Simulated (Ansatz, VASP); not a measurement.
## Tc (linear Tc chain) in two plane-wave programs

Wanted: the spread between two codes on one cell, functional and k mesh. The structure shown is the end of the Ansatz relaxation below.

Method: plane waves, with VASP 6.6.1 beside it; single point at LDA, single point at PBE and single point at r2SCAN, in Ansatz 0.2.0.

**1. Starting point**

The cell holds 1 atom: 1 Tc. Cell: a = 7.500 Å, b = 7.500 Å, c = 2.132 Å, α = 90.0°, β = 90.0°, γ = 90.0°. Vacuum lies along a and b. The structure's axis is c.

Structure file:

```cif
data_structure
_symmetry_space_group_name_H-M 'P 1'
_symmetry_Int_Tables_number 1
_cell_length_a 7.5000
_cell_length_b 7.5000
_cell_length_c 2.1318
_cell_angle_alpha 90.000
_cell_angle_beta 90.000
_cell_angle_gamma 90.000
_cell_volume 119.91
loop_
_atom_site_label
_atom_site_type_symbol
_atom_site_fract_x
_atom_site_fract_y
_atom_site_fract_z
_atom_site_occupancy
Tc1 Tc 0.50000 0.50000 0.00000 1
```

**2. Ansatz: relaxation, LDA**

Ansatz runs on its default PAW (the set named soft_2) files.

This run makes the geometry at which the two programs are then compared.

The input, input.yaml:

```yaml
crystal:
  lattice:
    - [7.5, 0.0, 0.0]
    - [0.0, 7.5, 0.0]
    - [0.0, 0.0, 2.7342]
  atoms:
    - { symbol: Tc, position: [0.5, 0.5, 0.0], spin: 2.0 }
magnetization:
  spin_polarized: true
kpoints:
  mp_grid: { grid: [1, 1, 30] }
scf:
  occupations: { method: fermi_dirac, width: 0.05 }
hamiltonian:
  xc: lda
relax:
  cell: { fix: [a, b, alpha, beta, gamma] }
  max_steps: 60
```

Started as:

```
ansatz run input.yaml --threads 4 --pin off --max-ram 8192MiB --backend cpu --events-out ev --progress --plain --runs-dir out
```

Numbers of over 12 decimals in the logs are rounded to 6 here.

The program printed:

```text
Engine: ansatz 0.2.0, aarch64-unknown-linux-gnu
Pseudopotentials: kind: paw
Pseudopotential: Tc, paw, valence charge 15, recommended cutoff 500 eV (normal), Tc.paw.azcp
Functional definition: SPW92
  exchange = slater_x
  correlation = pw_c
Crystal: 1 atoms, lattice volume = 153.799 Å³
Basis set: ecut = 500 eV, 3865 PW (Γ)
Bands: 13, of which v1, the nominal top of the filled ones, is band 8 counted from 1 (7 counted from 0)
Symmetry: 16 space group operations
Space group: P4/mmm (ITA 123), of the structure as read, at distance tolerance 5.4e-5 Å
Magnetic group: BNS 123.339 (UNI 999), of the structure as read, at distance tolerance 5.4e-5 Å
k-points: 16 of 30
Non-local potential: Tc, projectors of the file, l = 0: 3, l = 1: 3, l = 2: 2, l = 3: 2
PAW form: soft (Blöchl's): semilocal exchange-correlation on the pseudo side does not see the compensation charge
PAW frozen core: Tc, regenerated for the run's functional, and the local potential with it (the file was generated under x = pbe(κ = 0.804, μ = 0.219515), c = pbe(β = 0.066725))
PAW one-centre angular grid: Tc, 590 points (default); XC on 64 Gauss nodes
Initial density: superposition of atomic densities (neutral atoms: chi_scale 0, normalization atom)
Starting moments: Σ|m| = 2 μB on 1 of 1 site
Initial wavefunctions: pseudopotential atomic-orbital guess
Functional: x = slater, c = lda
SCF iter   1: F=—  HF=-5274.756313 eV  |F-HF|=—  |Δ(HF+E_count)|=         —  Δρ=1.88e-2 (↑1.70e-2 ↓1.88e-2)  dr2=1.33e0  dr2_m=3.21e-1  M=2.467 μB ∫|m|=2.467 μB  β_m=0.30  ethr=3.10e-3  ⟨swp⟩=5.6  Hψ=2246  notcnv=0
Mixer restart at iter 1: flushing history
preconditioner: auto → LDOS  [metal: Δε(μ)=0.034 eV  Ē_g=4.700 eV  σ=0.050 eV  W_gap=0.17  n_scr=12 (ndim 8)  ℏωp=7.9 eV  f_vac=0.616  D(μ)=4.59/eV (n_scr^D=22)]
spin=Collinear: LDOS preconditioning applied to the charge; magnetization (m = ρ↑ − ρ↓) channel mixes plain (no charge-response kernel on spin).
SCF iter   2: F=—  HF=-5274.785855 eV  |F-HF|=—  |Δ(HF+E_count)|=   2.95e-2  Δρ=1.27e-2 (↑1.23e-2 ↓1.27e-2)  dr2=6.57e-1  dr2_m=1.60e-1  M=2.577 μB ∫|m|=2.577 μB  β_m=0.62  ethr=3.10e-3  ⟨swp⟩=2.1  Hψ=785  notcnv=0
SCF iter   3: F=—  HF=-5274.834073 eV  |F-HF|=—  |Δ(HF+E_count)|=   4.82e-2  Δρ=3.83e-3 (↑3.64e-3 ↓3.83e-3)  dr2=5.11e-2  dr2_m=1.28e-2  M=2.913 μB ∫|m|=2.913 μB  β_m=0.81  ethr=3.10e-3  ⟨swp⟩=2.4  Hψ=744  notcnv=0  defer=2
SCF iter   4: F=—  HF=-5274.896071 eV  |F-HF|=—  |Δ(HF+E_count)|=         —  Δρ=6.80e-3 (↑6.80e-3 ↓5.74e-3)  dr2=4.48e-3  dr2_m=5.42e-2  M=3.469 μB ∫|m|=3.469 μB  β_m=0.81  ethr=3.41e-4  ⟨swp⟩=3.0  Hψ=969  notcnv=0  defer=3
Mixer restart at iter 4: flushing history
SCF iter   5: F=—  HF=-5274.894411 eV  |F-HF|=—  |Δ(HF+E_count)|=   1.66e-3  Δρ=2.48e-3 (↑2.48e-3 ↓1.97e-3)  dr2=1.57e-3  dr2_m=6.91e-3  M=3.563 μB ∫|m|=3.563 μB  β_m=0.90  ethr=2.99e-5  ⟨swp⟩=2.5  Hψ=682  notcnv=0  defer=4
SCF iter   6: F=—  HF=-5274.895002 eV  |F-HF|=—  |Δ(HF+E_count)|=   5.91e-4  Δρ=2.13e-4 (↑1.86e-4 ↓2.13e-4)  dr2=1.42e-4  dr2_m=4.55e-5  M=3.601 μB ∫|m|=3.601 μB  β_m=0.95  ethr=1.05e-5  ⟨swp⟩=2.9  Hψ=703  notcnv=0  defer=4
SCF iter   7: F=—  HF=-5274.894979 eV  |F-HF|=—  |Δ(HF+E_count)|=   2.32e-5  Δρ=5.72e-5 (↑5.72e-5 ↓3.34e-5)  dr2=1.05e-5  dr2_m=2.03e-6  M=3.599 μB ∫|m|=3.599 μB  β_m=0.98  ethr=9.47e-7  ⟨swp⟩=1.5  Hψ=476  notcnv=0  defer=4
SCF iter   8: F=—  HF=-5274.894979 eV  |F-HF|=—  |Δ(HF+E_count)|=   1.73e-7  Δρ=1.86e-5 (↑1.86e-5 ↓7.36e-6)  dr2=9.41e-7  dr2_m=1.04e-7  M=3.599 μB ∫|m|=3.599 μB  β_m=0.93  ethr=6.98e-8  ⟨swp⟩=2.3  Hψ=632  notcnv=0  defer=4
SCF iter   9: F=—  HF=-5274.894979 eV  |F-HF|=—  |Δ(HF+E_count)|=   2.35e-7  Δρ=6.16e-6 (↑6.16e-6 ↓4.38e-6)  dr2=4.29e-8  dr2_m=2.77e-8  M=3.599 μB ∫|m|=3.599 μB  β_m=0.91  ethr=6.28e-9  ⟨swp⟩=2.9  Hψ=691  notcnv=0  defer=4
SCF iter  10: F=-5274.894979 eV  HF=-5274.894979 eV  |F-HF|=7.79e-10  |Δ(HF+E_count)|=  4.16e-10  Δρ=1.34e-6 (↑1.34e-6 ↓9.62e-7)  dr2=3.09e-9  dr2_m=1.33e-9  M=3.599 μB ∫|m|=3.599 μB  ethr=2.86e-10  ⟨swp⟩=2.0  Hψ=1409  notcnv=0
SCF 1 converged in 10 iterations: F = -5274.894979 eV  dr2 = 3.09e-9
  greatest PAW one-centre occupation: 0.991 electrons in one spin orbital (limit 2), on the Tc atom at site 0 (counted from 0), in its partial waves of l = 0
relax step   1: F+E_penalty+E_count = -5274.89497855 eV  Δ(F+E_penalty+E_count) = +0.000e0 eV  max|allowed force component| = 0.000e0 eV/Å  Δτ_max = 0.0000 Å  P = -2.167 GPa  Ω = 153.799 Å³  fix = [a, b, alpha, beta, gamma]  reactions: a -0.197, b -0.197 GPa  (10 SCF iters, dr2 threshold 1.00e-7 eV, accepted)
[...]
relax step   7: F+E_penalty+E_count = -5276.37567134 eV  Δ(F+E_penalty+E_count) = -3.391e-2 eV  max|allowed force component| = 0.000e0 eV/Å  Δτ_max = 0.0000 Å  P = -0.131 GPa  Ω = 119.849 Å³  energy of the carried Pulay correction = +1.947e-3 eV  fix = [a, b, alpha, beta, gamma]  reactions: a -0.239, b -0.239 GPa  (8 SCF iters, dr2 threshold 1.00e-7 eV, accepted)
[...]
relax step   8: F+E_penalty+E_count = -5276.37568439 eV  Δ(F+E_penalty+E_count) = -1.306e-5 eV  max|allowed force component| = 0.000e0 eV/Å  Δτ_max = 0.0000 Å  P = -0.158 GPa  Ω = 119.911 Å³  energy of the carried Pulay correction = +1.943e-3 eV  fix = [a, b, alpha, beta, gamma]  reactions: a -0.239, b -0.239 GPa  (6 SCF iters, dr2 threshold 1.78e-8 eV, accepted)
[...]
relax step   9: F+E_penalty+E_count = -5276.37527165 eV  Δ(F+E_penalty+E_count) = +4.127e-4 eV  max|allowed force component| = 0.000e0 eV/Å  Δτ_max = 0.0000 Å  P = -0.163 GPa  Ω = 119.911 Å³  fix = [a, b, alpha, beta, gamma]  reactions: a -0.243, b -0.243 GPa  stress off target by 5.02e-3 GPa on what of the cell is left free  SCF on the basis re-selected at this cell (its energy is not comparable with the rows above)  (8 SCF iters)
basis re-selected at this cell: Δ(F+E_penalty+E_count) = +4.127e-4 eV, ΔP = -0.005 GPa vs the last step (what re-selecting the basis moved, of the pressure what is left beyond the Pulay correction that the steps carried, after the strain that the cell walked since its last selection, with what the two solves' SCF thresholds leave and, on support functions, any second-order correction that the steps lacked; it is no measure of the basis error at this ecutwfc). The dense FFT grid was sized anew with the basis: this SCF ran on 60×60×16 points, the steps before it on 60×60×20, so part of this shift can come from that change (see relax.cell in the input reference). [rest of the remark cut]
SCF converged after 8 iterations
Magnetization: -0.0000 μB (7.5000 up, 7.5000 down)
Absolute magnetization: 0.0000 μB (∫|ρ↑−ρ↓|, with the PAW one-centre terms)
Spin contamination: 0.0000 ħ² per cell (⟨S²⟩ above its minimum at these occupations)
Per-site moments (μB) at R_I (Å): [(-4.886750882598328e-10, 0.879351)]
Free energy (F): -5276.375272 eV
Harris-Foulkes:  -5276.375272 eV  (|F-HF|=4.55e-12)
Internal energy: -5276.363095 eV  (E = F + TS)
E sigma→0 (E₀):  -5276.369183 eV
Entropy (-TS):   -0.012177 eV (-12.177 meV/atom)
Fermi energy:    -1.819099 eV
--- Per-component energies (eV) ---
  E_band       = -406.816386
  E_kinetic    = 627.421062
  E_local      = -4173.879634  (includes V_loc(G=0)·N_el)
  E_nonlocal   = 294.142501
  E_hartree    = 1629.809366
  E_xc         = -234.095467
  E_vxc        = -289.402039  (∫ρ·V_xc dr)
  E_paw        = -3164.167095  (= ΣΔE_a)
  E_vpaw       = -124.716955  (= ΣTr[D̂ρ^β])
  E_aug_tail   = 0.000007  (compensation charges beyond the density's cutoff)
  E_ewald      = -256.105556
  E_core_change = 0.511721  (= ΣΔE_core)
  E_smearing   = -0.012177  (= −TS)
  E_closure    = -0.000000  (closes the sum)
  Σ components = -5276.375272   (vs F -5276.375272, Δ=0.00e0)
--- Forces (eV/Å), atoms counted from 1 ---
  atom   1  Tc     0.00000000    -0.00000000     0.00000000
  max |Σ_I F_I| component: 1.14e-28 eV/Å
--- Stress (GPa, compression-positive) ---
       -0.242699       0.000000       0.000000
        0.000000      -0.242699       0.000000
        0.000000       0.000000      -0.005022
  P = ⅓ Tr σ = -0.1635 GPa (-1.635 kbar)
--- Relaxed structure (8 steps of the walk, 8 accepted, 1 SCFs on fresh bases) ---
  F+E_penalty+E_count = -5276.37527165 eV   max|allowed force component| = 0.000e0 eV/Å   (the final SCF, on the basis selected at the relaxed cell)
  cell:  # Å, volume = 119.9114 Å³
    - [7.5, 0.0, 0.0]
    - [0.0, 7.5, 0.0]
    - [0.0, 0.0, 2.131759]
  atoms:
    - { symbol: Tc, position: [0.5, 0.5, 0.0] }
```

**3. VASP: single point, LDA**

The same cell, functional (in two slightly different forms), mesh and smearing now go to VASP, with its own data sets.

Lines of VASP's logs that name or quote its potential files are left out, and so is its time.

The input, INCAR:

```
SYSTEM = Tc
PREC = Accurate
ENCUT = 500
EDIFF = 1E-06
NELM = 200
ISMEAR = -1
SIGMA = 0.05
LREAL = .FALSE.
ALGO = Normal
GGA = PW92
NBANDS = 13
ISPIN = 2
MAGMOM = -0
LASPH = .TRUE.
LMAXMIX = 4
LORBIT = 11
LWAVE = .FALSE.
LCHARG = .FALSE.
ISIF = 2
GGA_COMPAT = .FALSE.
KPAR = 2
```

The input, POSCAR:

```
Tc
1.0
    7.5000000000      0.0000000000      0.0000000000
    0.0000000000      7.5000000000      0.0000000000
    0.0000000000      0.0000000000      2.1317589931
Tc
1
Direct
    0.5000000000      0.5000000000      0.0000000000
```

The input, KPOINTS:

```
Automatic mesh
0
Gamma
1 1 30
0 0 0
```

PAW data sets: Tc_pv (LDA family, release 64).

Started as:

```
mpirun -np 2 vasp_std
```

The program printed:

```text
[banner, memory and clock lines left out]
running    2 mpi-ranks, on    1 nodes
 distrk:  each k-point on    1 cores,    2 groups
 distr:  one band on    1 cores,    1 groups

 POSCAR found type information on POSCAR Tc
 POSCAR found :  1 types and       1 ions
|                                                                             |
|               ----> ADVICE to this user running VASP <----                  |
|                                                                             |
|     You enforced a specific xc type in the INCAR file but a different       |
|     [... a line on the potential file left out ...]
|     I HOPE YOU KNOW WHAT YOU ARE DOING!                                     |
|                                                                             |

 LDA part: xc-table for (Slater(with rela. corr.)+PW92), standard interpolation
 POSCAR, INCAR and KPOINTS ok, starting setup
 FFT: planning ... GRIDC
 FFT: planning ... GRID_SOFT
 FFT: planning ... GRID
 WAVECAR not read
 entering main loop
       N       E                     dE             d eps       ncg     rms          rms(c)
DAV:   1     0.924166551905E+02    0.92417E+02   -0.65494E+03  1144   0.698E+02
DAV:   2    -0.484552533441E+01   -0.97262E+02   -0.94023E+02   992   0.182E+02
DAV:   3    -0.703673116657E+01   -0.21912E+01   -0.20974E+01  1015   0.335E+01
DAV:   4    -0.705319801831E+01   -0.16467E-01   -0.16455E-01   877   0.308E+00
DAV:   5    -0.705342923058E+01   -0.23121E-03   -0.23121E-03   918   0.318E-01    0.110E+01
DAV:   6    -0.689427794204E+01    0.15915E+00   -0.13031E-01   847   0.330E+00    0.573E+00
DAV:   7    -0.684927363969E+01    0.45004E-01   -0.72710E-02   857   0.231E+00    0.593E-01
DAV:   8    -0.684812747662E+01    0.11462E-02   -0.51749E-03   973   0.530E-01    0.101E-01
DAV:   9    -0.684804042946E+01    0.87047E-04   -0.30283E-04   857   0.145E-01    0.553E-02
DAV:  10    -0.684817343556E+01   -0.13301E-03   -0.18624E-04   857   0.105E-01    0.177E-02
DAV:  11    -0.684834798768E+01   -0.17455E-03   -0.70470E-05   842   0.389E-02    0.103E-02
DAV:  12    -0.684838469340E+01   -0.36706E-04   -0.51470E-06   872   0.770E-03    0.560E-03
DAV:  13    -0.684841013610E+01   -0.25443E-04   -0.23290E-06   804   0.529E-03    0.268E-03
DAV:  14    -0.684842676708E+01   -0.16631E-04   -0.34890E-06   836   0.625E-03    0.979E-04
DAV:  15    -0.684842909749E+01   -0.23304E-05   -0.65223E-07   702   0.248E-03    0.559E-04
DAV:  16    -0.684842928354E+01   -0.18604E-06   -0.57208E-08   606   0.844E-04
   1 F= -.68484293E+01 E0= -.68421792E+01  d E =-.125002E-01  mag=     0.0000
```

Parts of OUTCAR (step 3):

```text
ion  position               nearest neighbor table
   1  0.500  0.500  0.000-

  LATTYP: Found a simple tetragonal cell.
 ALAT       =     7.5000000000
 C/A-ratio  =     0.2842345324

 Subroutine GETGRP returns: Found 16 space group operations
 (whereof 16 operations were pure point group operations)

The static configuration has the point symmetry D_4h.

 Found     16 irreducible k-points:

   k-points           NKPTS =     16   k-points in BZ     NKDIM =     16   number of bands    NBANDS=     13

   dimension x,y,z NGX =    56 NGY =   56 NGZ =   16
   dimension x,y,z NGXF=   112 NGYF=  112 NGZF=   32

   ENCUT  =  500.0 eV  36.75 Ry    6.06 a.u.  13.67 13.67  3.89*2*pi/ulx,y,z

   NELECT =      13.0000    total number of electrons

 k-points in reciprocal lattice and weights: Automatic mesh
   0.00000000  0.00000000  0.00000000       0.033
   0.00000000  0.00000000  0.03333333       0.067
   0.00000000  0.00000000  0.06666667       0.067
   0.00000000  0.00000000  0.10000000       0.067
   0.00000000  0.00000000  0.13333333       0.067
   0.00000000  0.00000000  0.16666667       0.067
   0.00000000  0.00000000  0.20000000       0.067
   0.00000000  0.00000000  0.23333333       0.067
   0.00000000  0.00000000  0.26666667       0.067
[...]
0.00000000  0.00000000  0.46666667       0.067
   0.00000000  0.00000000  0.50000000       0.033

 average (electrostatic) potential at core
       1 -82.6660

 E-fermi :  -2.9534

 spin component 1
 k-point     1 :       0.0000    0.0000    0.0000
  band No.  band energies     occupation
    ...
      3     -39.5320      1.00000
      4      -8.6243      1.00000
      5      -4.5122      1.00000
      6      -4.4411      1.00000
      7      -4.4290      1.00000
      8      -0.4652      0.00000
      9      -0.4652      0.00000
     10       1.3064      0.00000
     11       1.3064      0.00000
     12       1.7305      0.00000
    ...

 k-point     2 :       0.0000    0.0000    0.0333
  band No.  band energies     occupation
    ...
      3     -39.5958      1.00000
      4      -8.5027      1.00000
      5      -4.4759      1.00000
      6      -4.4203      1.00000
      7      -4.4083      1.00000
      8      -0.5534      0.00000
      9      -0.5534      0.00000
     10       1.2818      0.00000
     11       1.2818      0.00000
     12       1.7668      0.00000
    ...

 k-point     3 :       0.0000    0.0000    0.0667
  band No.  band energies     occupation
    ...
      3     -39.7827      1.00000
      4      -8.1441      1.00000
      5      -4.3662      1.00000
      6      -4.3583      1.00000
      7      -4.3466      1.00000
      8      -0.8366      0.00000
      9      -0.8366      0.00000
     10       1.2593      0.00000
     11       1.2593      0.00000
     12       1.8760      0.00000
    ...

 k-point     4 :       0.0000    0.0000    0.1000
  band No.  band energies     occupation
    ...
      3     -40.0792      1.00000
      4      -7.5671      1.00000
      5      -4.2565      1.00000
      6      -4.2455      1.00000
      7      -4.1800      1.00000
      8      -1.3216      0.00000
      9      -1.3216      0.00000
     10       1.3197      0.00000
     11       1.3197      0.00000
     12       2.0580      0.00000
    ...

 k-point     5 :       0.0000    0.0000    0.1333
  band No.  band energies     occupation
    ...
      3     -40.4656      1.00000
      4      -6.8033      1.00000
      5      -4.1174      1.00000
      6      -4.1071      1.00000
      7      -3.9098      1.00000
      8      -1.9602      0.00000
      9      -1.9602      0.00000
     10       1.4899      0.00000
     11       1.4899      0.00000
     12       2.3132      0.00000
    ...

 k-point     6 :       0.0000    0.0000    0.1667
  band No.  band energies     occupation
    ...
      3     -40.9182      1.00000
      4      -5.9011      1.00000
      5      -3.9444      1.00000
      6      -3.9350      1.00000
      7      -3.5380      0.99999
      8      -2.6840      0.00455
      9      -2.6840      0.00455
     10       1.7613      0.00000
     11       1.7613      0.00000
     12       2.6420      0.00000
    ...

  Total       -0.2122190     -0.2122190     -0.1367527     -0.0000000      0.0000000      0.0000000
  in kB       -2.8355301     -2.8355301     -1.8271990     -0.0000000      0.0000000      0.0000000
  external PRESSURE =      -2.4994197 kB  Pullay stress =       0.0000000 kB

  energy-cutoff  :      500.00
  volume of cell :      119.91
      direct lattice vectors                 reciprocal lattice vectors
     7.500000000  0.000000000  0.000000000     0.133333333  0.000000000  0.000000000
     0.000000000  7.500000000  0.000000000     0.000000000  0.133333333  0.000000000
     0.000000000  0.000000000  2.131758993     0.000000000  0.000000000  0.469096180

 POSITION                                       TOTAL-FORCE (eV/Angst)
 -----------------------------------------------------------------------------------
      3.75000      3.75000      0.00000         0.000000      0.000000      0.000000
 -----------------------------------------------------------------------------------
    total drift:                                0.000000      0.000000      0.000000

  FREE ENERGIE OF THE ION-ELECTRON SYSTEM (eV)
  ---------------------------------------------------
  free  energy   TOTEN  =        -6.8484292835 eV

  energy  without entropy=       -6.8359290894  energy(sigma->0) =       -6.84217919

 total charge
# of ion       s       p       d       tot
------------------------------------------
    1        0.441   6.185   5.520  12.146

 magnetization (x)
# of ion       s       p       d       tot
------------------------------------------
    1        0.000  -0.000   0.000   0.000

[... 1 further part left out ...]
```

This run allows spin, but its moments start at zero, where symmetry between the spins tends to hold them. Its electron count is odd, so without a moment it is a metal by construction.

**4. Side by side**

Known differences besides the potentials themselves: the data sets hold 15 valence electrons in Ansatz (on its default PAW (the set named soft_2) files) and 13 in VASP; VASP's log shows a relativistic correction to its local exchange, Ansatz's none; Ansatz's pressure holds a Pulay correction, VASP's none. Total energies have different zeros and are not compared.

Compared:

```csv
quantity,Ansatz,VASP,difference
pressure (GPa),-0.16,-0.25,+0.09
```

**5. Ansatz: relaxation, PBE**

This run makes the geometry at which the two programs are then compared. The cell compared in this pair holds 122.13 Å³, against 119.91 Å³ for the pair before.

The structure compared here is the end of the Ansatz relaxation.

input.yaml, as its differences from that of step 2:

```diff
@@ -14,3 +14,4 @@
 hamiltonian:
-  xc: lda
+  xc: pbe
+  pseudopotentials: { kind: nc, accuracy: standard }
 relax:
```

Started as:

```
ansatz run input.yaml --threads 4 --pin off --max-ram 8192MiB --backend cpu --events-out ev --progress --plain --runs-dir out
```

The program printed:

```text
[...]
Crystal: 1 atoms, lattice volume = 153.799 Å³
Basis set: ecut = 1142.878222 eV, 13495 PW (Γ), exchange–correlation on 180×180×64 points (8 copies of the dense FFT grid, shifted against one another)
Bands: 13, of which v1, the nominal top of the filled ones, is band 8 counted from 1 (7 counted from 0)
Symmetry: 16 space group operations
[...]
-0.238071       0.000000       0.000000
        0.000000      -0.238071       0.000000
        0.000000       0.000000       0.021763
  P = ⅓ Tr σ = -0.1515 GPa (-1.515 kbar)
--- Relaxed structure (8 steps of the walk, 7 accepted, 1 SCFs on fresh bases) ---
[...]
cell:  # Å, volume = 122.1277 Å³
    - [7.5, 0.0, 0.0]
    - [0.0, 7.5, 0.0]
    - [0.0, 0.0, 2.171159]
  atoms:
    - { symbol: Tc, position: [0.5, 0.5, 0.0] }
[key lines of the parts left out:]
SCF converged after 6 iterations
Magnetization: 0.0000 μB (7.5000 up, 7.5000 down)
Free energy (F): -2304.524580 eV
Fermi energy:    -1.587304 eV
```

(Continued in part 2 of 2.)

[Lines on the potential files, build, host, timing and source positions are cut from VASP's logs without a mark.]

[Logs are printed without paths, hosts, clocks, repeated set-up lines and the standing remarks that a program may print on its own settings, such as how far it seeks lower states.]

[Hosts, paths, dates, database ids (printed as entryN), source tags and the programs' standing remarks are cut or masked in the printed files.]
